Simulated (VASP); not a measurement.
Data:

```yaml
crystal:
  lattice:
    - [2.44945, 0.00000, 0.00000]
    - [-1.22473, 2.12129, 0.00000]
    - [0.00000, 0.00000, 3.99160]
  atoms:
    - { symbol: Mn, position: [0.66667, 0.33333, 0.75000] }
    - { symbol: Mn, position: [0.33333, 0.66667, 0.25000] }
```

All values below come from r2SCAN meta-GGA with spin-orbit coupling, VASP's PBE PAW potentials (set 64) (plane waves; VASP 6.6.1). Run with 400 eV cut-off, 15×15×8 Γ-centred mesh, Gaussian smearing of 0.050 eV, potentials Mn_pv.

Task: Give the energies of bands 19 to 32 at the high-symmetry points, in eV from the Fermi level.

Result: 
| band | Γ | M | K | A | L | H |
|---|---|---|---|---|---|---|
| 19 | -1.06 | -1.52 | -2.93 | -1.75 | -2.92 | -2.99 |
| 20 | -1.06 | -1.52 | -2.93 | -1.75 | -2.92 | -2.99 |
| 21 | -0.97 | -1.19 | -1.53 | -1.12 | 0.25 | -1.80 |
| 22 | -0.97 | -1.19 | -1.53 | -1.12 | 0.25 | -1.80 |
| 23 | -0.56 | -1.04 | -1.49 | -1.12 | 0.25 | -1.77 |
| 24 | -0.56 | -1.04 | -1.49 | -1.12 | 0.25 | -1.77 |
| 25 | -0.47 | -0.49 | -0.10 | -1.05 | 0.86 | -0.01 |
| 26 | -0.47 | -0.49 | -0.10 | -1.05 | 0.86 | -0.01 |
| 27 | 0.10 | 2.00 | 1.52 | -1.05 | 0.86 | 0.06 |
| 28 | 0.10 | 2.00 | 1.52 | -1.05 | 0.86 | 0.06 |
| 29 | 0.15 | 2.13 | 1.57 | 1.30 | 2.14 | 1.80 |
| 30 | 0.15 | 2.13 | 1.57 | 1.30 | 2.14 | 1.80 |
| 31 | 0.54 | 2.24 | 1.76 | 1.31 | 2.14 | 1.82 |
| 32 | 0.54 | 2.24 | 1.76 | 1.33 | 2.14 | 1.82 |

It has no gap at this level: it comes out as a metal or semimetal.

The structure comes from a computed database's Mn entry (P6_3/mmc); how it stands against other phases isn't given here. It was relaxed first.
